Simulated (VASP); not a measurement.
Method: PBEsol GGA, VASP's PBE PAW potentials (set 64) (plane waves; VASP 6.6.1).

Input for VASP

**POSCAR**
```
PdIn
1
    3.2480168368    -0.0000000000    -0.0000000000
   -0.0000000000     3.2480168368    -0.0000000000
   -0.0000000000    -0.0000000000     3.2480168368
In Pd
1 1
Direct
  0.5000000000   0.5000000000   0.5000000000
  0.0000000000   0.0000000000   0.0000000000
```

KPOINTS:
```
kpoints
0
gamma
11 11 11
0 0 0
```

INCAR:
```
PREC=Accurate
ISMEAR=1   # Methfessel-Paxton
LCHARG=.FALSE.
LMAXMIX=4
EDIFFG=-0.02
GGA=PS
EDIFF=1E-6   # SCF stop (eV)
ALGO=Normal   # blocked Davidson
NELM=100
LREAL=.FALSE.
SYSTEM=PdIn
LWAVE=.FALSE.
SIGMA=0.1
LASPH=.TRUE.   # aspherical one-centre terms
ENCUT=500   # plane-wave cut-off (eV)
NSW=40   # most ionic steps
ISIF=3
IBRION=2
```

POTCAR, in this order: In_d Pd (PBE.64 set). Program: vasp_std.

The run wrote:

OSZICAR:
```
       N       E                     dE             d eps       ncg     rms          rms(c)
DAV:   1     0.158573802647E+03    0.15857E+03   -0.11077E+04  1695   0.195E+03
DAV:   2    -0.289964764344E+01   -0.16147E+03   -0.15742E+03  1764   0.403E+02
DAV:   3    -0.101756981864E+02   -0.72761E+01   -0.72151E+01  2079   0.921E+01
DAV:   4    -0.103012014598E+02   -0.12550E+00   -0.12548E+00  2029   0.116E+01
DAV:   5    -0.103074470529E+02   -0.62456E-02   -0.62455E-02  2501   0.231E+00    0.723E+00
DAV:   6    -0.100611869967E+02    0.24626E+00   -0.80375E-01  1918   0.122E+01    0.315E+00
DAV:   7    -0.100167994010E+02    0.44388E-01   -0.10300E-01  2376   0.620E+00    0.167E+00
DAV:   8    -0.100054482349E+02    0.11351E-01   -0.27285E-02  2170   0.186E+00    0.444E-01
DAV:   9    -0.100042728951E+02    0.11753E-02   -0.22373E-03  2163   0.870E-01    0.631E-02
DAV:  10    -0.100042623580E+02    0.10537E-04   -0.60843E-05  2408   0.124E-01    0.215E-02
DAV:  11    -0.100042617955E+02    0.56253E-06   -0.45140E-06  1911   0.230E-02
   1 F= -.10004262E+02 E0= -.10003859E+02  d E =-.100043E+02
```

### OUTCAR
```
------------------------ aborting loop because EDIFF is reached ----------------------------------------
  FORCE on cell =-STRESS in cart. coord.  units (eV):
  Direction    XX          YY          ZZ          XY          YZ          ZX
  --------------------------------------------------------------------------------------
  Total       -0.0027689     -0.0027689     -0.0027689      0.0000000     -0.0000000     -0.0000000
  in kB       -0.1294679     -0.1294679     -0.1294679      0.0000000     -0.0000000     -0.0000000
  external PRESSURE =      -0.1294679 kB  Pullay stress =       0.0000000 kB
  volume of cell :       34.27
      direct lattice vectors                 reciprocal lattice vectors
     3.248016837  0.000000000  0.000000000     0.307880177  0.000000000  0.000000000
     0.000000000  3.248016837  0.000000000     0.000000000  0.307880177  0.000000000
     0.000000000  0.000000000  3.248016837     0.000000000  0.000000000  0.307880177
 POSITION                                       TOTAL-FORCE (eV/Angst)
 -----------------------------------------------------------------------------------
      1.62401      1.62401      1.62401         0.000000      0.000000      0.000000
      0.00000      0.00000      0.00000         0.000000      0.000000      0.000000
 -----------------------------------------------------------------------------------
    total drift:                                0.000000      0.000000     -0.000000
  FREE ENERGIE OF THE ION-ELECTRON SYSTEM (eV)
  ---------------------------------------------------
  free  energy   TOTEN  =       -10.0042617955 eV

  energy  without entropy=      -10.0030542060  energy(sigma->0) =      -10.00385927

 reached required accuracy - stopping structural energy minimisation
```
(Selected blocks of OUTCAR.)

The compound is PdIn in the CsCl type structure. It was relaxed first. The electron count is odd and the run is not spin-polarised, which forces a metal.
